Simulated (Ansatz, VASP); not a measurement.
# Cross-check of PtC (CsCl type (invented)) between VASP and Ansatz

Wanted: the spread between two codes on one cell, functional and k mesh. The cell is generated by rule, not measured, and may not be a known phase. Of the first pair: The two relaxations start from unlike cells of this crystal (the structure described is Ansatz's start), so only their ends are compared.

Program: Ansatz 0.2.0. Level of theory: plane waves, with VASP 6.6.1 beside it; relaxation of cell and atoms at PBE. Results are calculated unless marked as measured.

## (1) The structure

The structure is cubic, space group Pm-3m (No. 221). Conventional cell: a = 2.849 Å, b = 2.849 Å, c = 2.849 Å, α = 90.00°, β = 90.00°, γ = 90.00°. Nearest to Pt lie 8 C at 2.47 Å. Nearest to C lie 8 Pt at 2.47 Å. Farther neighbours are not listed.

Coordinates:

```cif
data_structure
_symmetry_space_group_name_H-M 'P 1'
_symmetry_Int_Tables_number 1
_cell_length_a 2.8492
_cell_length_b 2.8492
_cell_length_c 2.8492
_cell_angle_alpha 90.000
_cell_angle_beta 90.000
_cell_angle_gamma 90.000
_cell_volume 23.13
loop_
_atom_site_label
_atom_site_type_symbol
_atom_site_fract_x
_atom_site_fract_y
_atom_site_fract_z
_atom_site_occupancy
Pt1 Pt 0.00000 0.00000 0.00000 1
C2 C 0.50000 0.50000 0.50000 1
```

## (2) VASP: relaxation of cell and atoms, PBE, pair 1

The relaxed volume is the usual yardstick between codes: in a stiff, nearly cubic crystal its relative difference is about their pressure difference at one cell divided by the bulk modulus.

Lines of VASP's logs that name or quote its potential files are left out, and so is its time.

File INCAR:

```
SYSTEM = PtC
PREC = Accurate
ENCUT = 600
EDIFF = 1E-07
NELM = 120
ISMEAR = 0
SIGMA = 0.1
LREAL = .FALSE.
ALGO = Normal
GGA = PE
NBANDS = 13
LASPH = .TRUE.
LORBIT = 11
LWAVE = .FALSE.
LCHARG = .FALSE.
ISIF = 3
IBRION = 2
NSW = 80
EDIFFG = -0.005
GGA_COMPAT = .FALSE.
NELMIN = 4
```

File POSCAR:

```
PtC
1.0
    2.8050149816      0.0000000000      0.0000000000
    0.0000000000      2.8050149816      0.0000000000
    0.0000000000      0.0000000000      2.8050149816
Pt C
1 1
Direct
    0.0000000000      0.0000000000      0.0000000000
    0.5000000000      0.5000000000      0.5000000000
```

File KPOINTS:

```
Automatic mesh
0
Gamma
8 8 8
0 0 0
```

The projector-augmented-wave data sets are Pt and C (PBE family, release 64).

On the command line:

```
> mpirun -np 1 vasp_std
```

Numbers of over 12 decimals in the logs are rounded to 6 here.

The program printed:

```text
[banner, memory and clock lines left out]
running    1 mpi-ranks, on    1 nodes
 distrk:  each k-point on    1 cores,    1 groups
 distr:  one band on    1 cores,    1 groups

 POSCAR found type information on POSCAR PtC
 POSCAR found :  2 types and       2 ions
 LDA part: xc-table for (Slater+PW92), standard interpolation
 POSCAR, INCAR and KPOINTS ok, starting setup
 FFT: planning ... GRIDC
 FFT: planning ... GRID_SOFT
 FFT: planning ... GRID
 WAVECAR not read
 entering main loop
       N       E                     dE             d eps       ncg     rms          rms(c)
DAV:   1     0.634038379316E+02    0.63404E+02   -0.78073E+03   918   0.114E+03
DAV:   2    -0.109787162796E+02   -0.74383E+02   -0.68816E+02  1090   0.224E+02
DAV:   3    -0.129264423348E+02   -0.19477E+01   -0.19252E+01  1015   0.349E+01
DAV:   4    -0.129349259987E+02   -0.84837E-02   -0.84829E-02  1080   0.273E+00
DAV:   5    -0.129349846058E+02   -0.58607E-04   -0.58607E-04  1045   0.227E-01    0.173E+01
DAV:   6    -0.123471337292E+02    0.58785E+00   -0.16896E+01  1045   0.297E+01    0.153E+01
DAV:   7    -0.113579652436E+02    0.98917E+00   -0.26580E+00   995   0.133E+01    0.719E+00
DAV:   8    -0.113554177902E+02    0.25475E-02   -0.25539E-01   970   0.339E+00    0.161E+00
DAV:   9    -0.113347019021E+02    0.20716E-01   -0.92815E-02   978   0.196E+00    0.555E-01
DAV:  10    -0.113348279806E+02   -0.12608E-03   -0.24276E-03   995   0.416E-01    0.222E-01
DAV:  11    -0.113343080274E+02    0.51995E-03   -0.13498E-03   960   0.234E-01    0.191E-02
DAV:  12    -0.113343180847E+02   -0.10057E-04   -0.91713E-05  1010   0.754E-02    0.154E-02
DAV:  13    -0.113343139882E+02    0.40965E-05   -0.15326E-05  1005   0.276E-02    0.120E-02
DAV:  14    -0.113343135884E+02    0.39977E-06   -0.10793E-06  1000   0.876E-03    0.126E-03
DAV:  15    -0.113343135153E+02    0.73083E-07   -0.42756E-08   535   0.149E-03
   1 F= -.11334314E+02 E0= -.11327496E+02  d E =-.113343E+02
 curvature:   0.00 expect dE= 0.000E+00 dE for cont linesearch  0.000E+00
 trial: gam= 0.00000 g(F)=  0.000E+00 g(S)=  0.732E-05 ort = 0.000E+00 (trialstep = 0.100E+01)
 search vector abs. value=  0.732E-05
 bond charge predicted
       N       E                     dE             d eps       ncg     rms          rms(c)
DAV:   1    -0.113343797442E+02   -0.66156E-04   -0.10477E-03   925   0.302E-01    0.562E-02
DAV:   2    -0.113343499649E+02    0.29779E-04   -0.53418E-04   995   0.178E-01    0.626E-02
DAV:   3    -0.113343144272E+02    0.35538E-04   -0.10360E-04   995   0.741E-02    0.198E-02
DAV:   4    -0.113343131057E+02    0.13215E-05   -0.77693E-06   970   0.241E-02    0.824E-03
DAV:   5    -0.113343132762E+02   -0.17048E-06   -0.24887E-07   975   0.395E-03    0.208E-03
DAV:   6    -0.113343133173E+02   -0.41087E-07   -0.26640E-08   485   0.120E-03
   2 F= -.11334313E+02 E0= -.11327507E+02  d E =0.198016E-06
 trial-energy change:    0.000000  1 .order    0.000001   -0.000007    0.000009
 step:   0.5064(harm=  0.4507)  dis= 0.00000  next Energy=   -11.334315 (dE=-0.193E-05)
 bond charge predicted
       N       E                     dE             d eps       ncg     rms          rms(c)
DAV:   1    -0.113343321397E+02   -0.18863E-04   -0.25588E-04   920   0.149E-01    0.276E-02
DAV:   2    -0.113343251078E+02    0.70319E-05   -0.12901E-04   990   0.874E-02    0.308E-02
DAV:   3    -0.113343161601E+02    0.89477E-05   -0.25028E-05   990   0.364E-02    0.977E-03
DAV:   4    -0.113343155119E+02    0.64818E-06   -0.19253E-06   955   0.120E-02    0.414E-03
DAV:   5    -0.113343154659E+02    0.45996E-07   -0.56132E-08   540   0.199E-03
   3 F= -.11334315E+02 E0= -.11327503E+02  d E =-.195061E-05
 curvature:  -0.22 expect dE=-0.244E-07 dE for cont linesearch -0.244E-07
 trial: gam= 0.00000 g(F)=  0.566E-65 g(S)=  0.109E-06 ort =-0.895E-06 (trialstep = 0.901E+00)
 search vector abs. value=  0.110E-06
 reached required accuracy - stopping structural energy minimisation
```

OUTCAR, selected parts (step 2):

```text
ion  position               nearest neighbor table
   1  0.000  0.000  0.000-   2 2.43   2 2.43   2 2.43   2 2.43   2 2.43   2 2.43   2 2.43   2 2.43

  LATTYP: Found a simple cubic cell.
 ALAT       =     2.8050149816

 Subroutine GETGRP returns: Found 48 space group operations
 (whereof 48 operations were pure point group operations)

The static configuration has the point symmetry O_h .

 Found     35 irreducible k-points:

   k-points           NKPTS =     35   k-points in BZ     NKDIM =     35   number of bands    NBANDS=     13

   dimension x,y,z NGX =    24 NGY =   24 NGZ =   24
   dimension x,y,z NGXF=    48 NGYF=   48 NGZF=   48

   ENCUT  =  600.0 eV  44.10 Ry    6.64 a.u.   5.60  5.60  5.60*2*pi/ulx,y,z

   NELECT =      14.0000    total number of electrons

 k-points in reciprocal lattice and weights: Automatic mesh
   0.00000000  0.00000000  0.00000000       0.002
   0.12500000  0.00000000  0.00000000       0.012
   0.25000000  0.00000000  0.00000000       0.012
   0.37500000  0.00000000  0.00000000       0.012
   0.50000000  0.00000000  0.00000000       0.006
   0.12500000  0.12500000  0.00000000       0.023
   0.25000000  0.12500000  0.00000000       0.047
   0.37500000  0.12500000  0.00000000       0.047
   0.50000000  0.12500000  0.00000000       0.023
[...]
0.50000000  0.50000000  0.37500000       0.012
   0.50000000  0.50000000  0.50000000       0.002

 average (electrostatic) potential at core
       1 -64.1883       2 -45.9763

 E-fermi :  10.5750

 k-point     1 :       0.0000    0.0000    0.0000
  band No.  band energies     occupation
    ...
      5       8.8000      2.00000
      6       8.8000      2.00000
      7      10.4136      1.97760
      8      10.4136      1.97760
      9      10.4136      1.97760
     10      14.5641      0.00000
     11      26.2546      0.00000
     12      26.2546      0.00000
     13      30.6141      0.00000

 k-point     2 :       0.1250    0.0000    0.0000
  band No.  band energies     occupation
    ...
      3       4.5287      2.00000
      4       7.9737      2.00000
      5       7.9737      2.00000
      6       8.8307      2.00000
      7       9.5593      2.00000
      8      11.3477      0.00000
      9      11.3477      0.00000
     10      15.4376      0.00000
     11      25.2397      0.00000
     12      26.3366      0.00000
    ...

 k-point     3 :       0.2500    0.0000    0.0000
  band No.  band energies     occupation
    ...
      3       4.7283      2.00000
      4       6.9048      2.00000
      5       6.9048      2.00000
      6       8.9059      2.00000
      7       8.9842      2.00000
      8      12.7307      0.00000
      9      12.7307      0.00000
     10      16.7590      0.00000
     11      23.4477      0.00000
     12      25.0081      0.00000
    ...

  Total        0.0012296      0.0012296      0.0012296     -0.0000000     -0.0000000      0.0000000
  in kB        0.0892947      0.0892947      0.0892947     -0.0000000     -0.0000000      0.0000000
  external PRESSURE =       0.0892947 kB  Pullay stress =       0.0000000 kB

  energy-cutoff  :      600.00
  volume of cell :       22.06
      direct lattice vectors                 reciprocal lattice vectors
     2.804670395  0.000000000  0.000000000     0.356548136 -0.000000000  0.000000000
     0.000000000  2.804670395  0.000000000     0.000000000  0.356548136 -0.000000000
    -0.000000000  0.000000000  2.804670395    -0.000000000 -0.000000000  0.356548136

 POSITION                                       TOTAL-FORCE (eV/Angst)
 -----------------------------------------------------------------------------------
      0.00000      0.00000      0.00000        -0.000000      0.000000      0.000000
      1.40234      1.40234      1.40234         0.000000     -0.000000      0.000000
 -----------------------------------------------------------------------------------
    total drift:                                0.000000      0.000000     -0.000000

  FREE ENERGIE OF THE ION-ELECTRON SYSTEM (eV)
  ---------------------------------------------------
  free  energy   TOTEN  =       -11.3343154659 eV

  energy  without entropy=      -11.3206908322  energy(sigma->0) =      -11.32750315

 reached required accuracy - stopping structural energy minimisation

 total charge
# of ion       s       p       d       tot
------------------------------------------
    1        0.589   0.607   8.046   9.242
    2        0.955   1.163   0.000   2.118
--------------------------------------------------
tot          1.544   1.771   8.046  11.360

[... 3 further parts left out ...]
```

CONTCAR:

```
PtC
   1.00000000000000
     2.8046703947873479    0.0000000000000000    0.0000000000000000
     0.0000000000000000    2.8046703947873479    0.0000000000000000
    -0.0000000000000000    0.0000000000000000    2.8046703947873479
  Pt              C
     1     1
Direct
     0.0000000000000000    0.0000000000000000    0.0000000000000000
     0.5000000000000000    0.5000000000000000    0.5000000000000000
```

The k-mesh is coarse for a metal.

## (3) Ansatz: relaxation of cell and atoms, PBE, pair 1

Ansatz runs on its default PAW (the set named soft_2) files.

Its own start cell and the same functional, mesh and smearing now go to Ansatz, which takes its cutoff from its data sets.

File input.yaml:

```yaml
crystal:
  lattice:
    - [2.84922, 0.0, 0.0]
    - [0.0, 2.84922, 0.0]
    - [0.0, 0.0, 2.84922]
  atoms:
    - { symbol: Pt, position: [0.0, 0.0, 0.0] }
    - { symbol: C, position: [0.5, 0.5, 0.5] }
kpoints:
  mp_grid: { grid: [8, 8, 8] }
hamiltonian:
  xc: pbe
scf:
  occupations: { method: gaussian, width: 0.1 }
output:
  forces: true
  stress: true
  eigenvalues: true
relax:
  adjacent_minimum: "off"
  f_tol: 0.05
  max_steps: 80
  cell: { stress_tol: 0.5 }
```

On the command line:

```
> ansatz run input.yaml --threads 2 --pin off --max-ram 5120MiB --backend cpu --events-out ev --progress --plain --runs-dir out
```

The program printed:

```text
The last accepted step is kept in <dir> (removed where the run ends without a failure and the disk answers)
Engine: ansatz 0.2.0, aarch64-unknown-linux-gnu
Pseudopotentials: kind: paw
Pseudopotential: Pt, paw, valence charge 18, recommended cutoff 420 eV (normal), Pt.paw.azcp
Pseudopotential: C, paw, valence charge 4, recommended cutoff 420 eV (normal), C.paw.azcp
Functional definition: PBE
  parameter kappa = 0.804
  parameter beta = 0.066725
  exchange = pbe_x(kappa = kappa, mu = beta*pi^2/3)
  correlation = pbe_c(beta = beta)
Crystal: 2 atoms, lattice volume = 23.130 Å³
Basis set: ecut = 420 eV, 461 PW (Γ), exchange–correlation on 40×40×40 points (8 copies of the dense FFT grid, shifted against one another)
Bands: 15, of which v1, the nominal top of the filled ones, is band 11 counted from 1 (10 counted from 0)
Symmetry: 48 space group operations
Space group: Pm-3m (ITA 221), of the structure as read, at distance tolerance 2.8e-5 Å
k-points: 35 of 512
Non-local potential: Pt, projectors of the file, l = 0: 3, l = 1: 2, l = 2: 2, l = 3: 1
Non-local potential: C, projectors of the file, l = 0: 2, l = 1: 2, l = 2: 1
PAW form: soft (Blöchl's): semilocal exchange-correlation on the pseudo side does not see the compensation charge
PAW one-centre angular grid: Pt, 590 points (default); XC on 64 Gauss nodes
PAW one-centre angular grid: C, 110 points (default); XC on 64 Gauss nodes
Initial density: superposition of atomic densities (neutral atoms: chi_scale 0, normalization atom), corrected by the library's trained network
Initial wavefunctions: pseudopotential atomic-orbital guess
Functional: x = pbe(κ = 0.804, μ = 0.219515), c = pbe(β = 0.066725)
SCF iter   1: F=—  HF=-12769.923161 eV  |F-HF|=—  |Δ(HF+E_count)|=         —  Δρ=8.68e-3  dr2=2.43e-2  ethr=1.77e-3  ⟨swp⟩=4.7  Hψ=2362  notcnv=0
preconditioner: auto → none  [metal: Δε(μ)=0.038 eV  Ē_g=9.945 eV  σ=0.100 eV  W_gap=0.21  n_scr=6 (ndim 8)  ℏωp=28.9 eV  f_vac=0.000  D(μ)=3.16/eV (n_scr^D=56)  sad-step TF]
SCF iter   2: F=—  HF=-12769.923063 eV  |F-HF|=—  |Δ(HF+E_count)|=   9.88e-5  Δρ=5.96e-3  dr2=1.22e-2  ethr=1.10e-4  ⟨swp⟩=1.1  Hψ=807  notcnv=0
SCF iter   3: F=—  HF=-12769.921794 eV  |F-HF|=—  |Δ(HF+E_count)|=   1.27e-3  Δρ=8.73e-4  dr2=2.39e-4  ethr=5.56e-5  ⟨swp⟩=1.0  Hψ=522  notcnv=0
SCF iter   4: F=—  HF=-12769.921776 eV  |F-HF|=—  |Δ(HF+E_count)|=   1.84e-5  Δρ=2.00e-4  dr2=1.82e-6  ethr=1.08e-6  ⟨swp⟩=1.5  Hψ=591  notcnv=0
SCF iter   5: F=—  HF=-12769.921798 eV  |F-HF|=—  |Δ(HF+E_count)|=   2.24e-5  Δρ=1.43e-5  dr2=4.87e-8  ethr=8.28e-9  ⟨swp⟩=2.0  Hψ=766  notcnv=0
SCF iter   6: F=-12769.921798 eV  HF=-12769.921798 eV  |F-HF|=1.86e-10  |Δ(HF+E_count)|=   4.99e-9  Δρ=1.70e-6  dr2=1.43e-10  ethr=2.21e-10  ⟨swp⟩=2.5  Hψ=1618  notcnv=0
SCF 1 converged in 6 iterations: F = -12769.921798 eV  dr2 = 1.43e-10
  greatest PAW one-centre occupation: 1.000 electrons in one spin orbital (limit 2), on the Pt atom at site 0 (counted from 0), in its partial waves of l = 0
relax step   1: F+E_penalty+E_count = -12769.92179800 eV  Δ(F+E_penalty+E_count) = +0.000e0 eV  max|allowed force component| = 2.991e-30 eV/Å  Δτ_max = 0.0000 Å  P = -8.905 GPa  Ω = 23.130 Å³  (6 SCF iters, dr2 threshold 1.00e-7 eV, accepted)
[...]
relax step   2: F+E_penalty+E_count = -12769.94699437 eV  Δ(F+E_penalty+E_count) = -2.520e-2 eV  max|allowed force component| = 7.560e-31 eV/Å  Δτ_max = 0.0000 Å  P = +5.085 GPa  Ω = 21.620 Å³  energy of the carried Pulay correction = +2.195e-3 eV  (6 SCF iters, dr2 threshold 2.00e-7 eV, accepted)
[...]
relax step   3: F+E_penalty+E_count = -12769.95346782 eV  Δ(F+E_penalty+E_count) = -6.473e-3 eV  max|allowed force component| = 1.906e-30 eV/Å  Δτ_max = 0.0000 Å  P = -0.515 GPa  Ω = 22.146 Å³  energy of the carried Pulay correction = +1.415e-3 eV  (6 SCF iters, dr2 threshold 2.00e-7 eV, accepted)
[...]
relax step   4: F+E_penalty+E_count = -12769.95362686 eV  Δ(F+E_penalty+E_count) = -1.590e-4 eV  max|allowed force component| = 3.944e-31 eV/Å  Δτ_max = 0.0000 Å  P = -0.004 GPa  Ω = 22.094 Å³  energy of the carried Pulay correction = +1.490e-3 eV  (6 SCF iters, dr2 threshold 2.00e-7 eV, accepted)
[...]
relax step   5: F+E_penalty+E_count = -12769.95231814 eV  Δ(F+E_penalty+E_count) = +1.309e-3 eV  max|allowed force component| = 9.203e-31 eV/Å  Δτ_max = 0.0000 Å  P = -0.059 GPa  Ω = 22.094 Å³  stress off target by 5.95e-2 GPa  SCF on the basis re-selected at this cell (its energy is not comparable with the rows above)  (6 SCF iters)
basis re-selected at this cell: Δ(F+E_penalty+E_count) = +1.309e-3 eV, ΔP = -0.055 GPa vs the last step (what re-selecting the basis moved, of the pressure what is left beyond the Pulay correction that the steps carried, after the strain that the cell walked since its last selection, with what the two solves' SCF thresholds leave and, on support functions, any second-order correction that the steps lacked; it is no m [...]
SCF converged after 6 iterations
Free energy (F): -12769.952318 eV
Harris-Foulkes:  -12769.952318 eV  (|F-HF|=3.64e-12)
Internal energy: -12769.938408 eV  (E = F + TS)
E sigma→0 (E₀):  -12769.945363 eV
Entropy (-TS):   -0.013910 eV (-6.955 meV/atom)
Fermi energy:    19.760323 eV
--- Per-component energies (eV) ---
  E_band       = -153.621744
  E_kinetic    = 717.132769
  E_local      = -1722.114460  (includes V_loc(G=0)·N_el)
  E_nonlocal   = 228.047815
  E_hartree    = 638.026104
  E_xc         = -307.821973
  E_vxc        = -359.806285  (∫ρ·V_xc dr)
  E_paw        = -9551.690816  (= ΣΔE_a)
  E_vpaw       = -292.933990  (= ΣTr[D̂ρ^β])
  E_aug_tail   = 0.000202  (compensation charges beyond the density's cutoff)
  E_ewald      = -2771.518049
  E_smearing   = -0.013910  (= −TS)
  E_closure    = 0.000000  (closes the sum)
  Σ components = -12769.952318   (vs F -12769.952318, Δ=0.00e0)
--- Forces (eV/Å), atoms counted from 1 ---
  atom   1  Pt    -0.00000000    -0.00000000    -0.00000000
  atom   2  C     -0.00000000     0.00000000     0.00000000
  max |Σ_I F_I| component: 1.05e-30 eV/Å
--- Stress (GPa, compression-positive) ---
       -0.059499      -0.000000       0.000000
       -0.000000      -0.059499       0.000000
        0.000000       0.000000      -0.059499
  P = ⅓ Tr σ = -0.0595 GPa (-0.595 kbar)
--- Band table (eV; the first three rows and the last of 35) ---
  k-point 0: bands = [... 7 lower, 17.9910, 17.9910, 17.9910, 19.5960, 19.5960, 19.5960, 23.7287, 35.3919]
  k-point 1: bands = [... 7 lower, 17.1624, 17.1624, 18.0216, 18.7425, 20.5311, 20.5311, 24.6031, 34.3903]
  k-point 2: bands = [... 7 lower, 16.0921, 16.0921, 18.0967, 18.1706, 21.9129, 21.9129, 25.9261, 32.6168]
  k-point 34: bands = [... 7 lower, 11.8024, 19.5646, 19.5646, 23.5842, 23.5842, 23.5842, 25.2345, 25.2345]
--- Relaxed structure (4 steps of the walk, 4 accepted, 1 SCFs on fresh bases) ---
  F+E_penalty+E_count = -12769.95231814 eV   max|allowed force component| = 9.203e-31 eV/Å   (the final SCF, on the basis selected at the relaxed cell)
  cell:  # Å, volume = 22.0941 Å³
    - [2.806029, 0, 0]
    - [0, 2.806029, 0]
    - [0, 0, 2.806029]
  atoms:
    - { symbol: Pt, position: [0, 0, 0] }
    - { symbol: C, position: [0.5, 0.5, 0.5] }
```

In the SCF lines HF is the Harris–Foulkes energy and dr2 the Hartree energy of the density residual, in eV; the loop may stop once dr2 is under the threshold and the program's other checks hold. Hψ counts applications of the Hamiltonian.

## (4) Differences

Known differences besides the potentials themselves: the data sets hold 22 valence electrons in Ansatz (on its default PAW (the set named soft_2) files) and 14 in VASP; the cutoff is 420 eV in Ansatz and 600 eV in VASP; Ansatz adds a Pulay correction to the stress that steers its cell, VASP none. Total energies have different zeros and are not compared.

Compared:

| quantity | Ansatz | VASP | difference |
| --- | --- | --- | --- |
| volume (Å³) | 22.09 | 22.06 | +0.15 % |
| edge a after relaxation, in the typed setting (Å) | 2.806 | 2.805 | +0.05 % |

(Continued in part 2 of 2.)

[Lines on the potential files, build, host, timing and source positions are cut from VASP's logs without a mark.]

[Logs are printed without paths, hosts, clocks, repeated set-up lines and the standing remarks that a program may print on its own settings, such as how far it seeks lower states.]

[Hosts, paths, dates, database ids (printed as entryN), source tags and the programs' standing remarks are cut or masked in the printed files.]
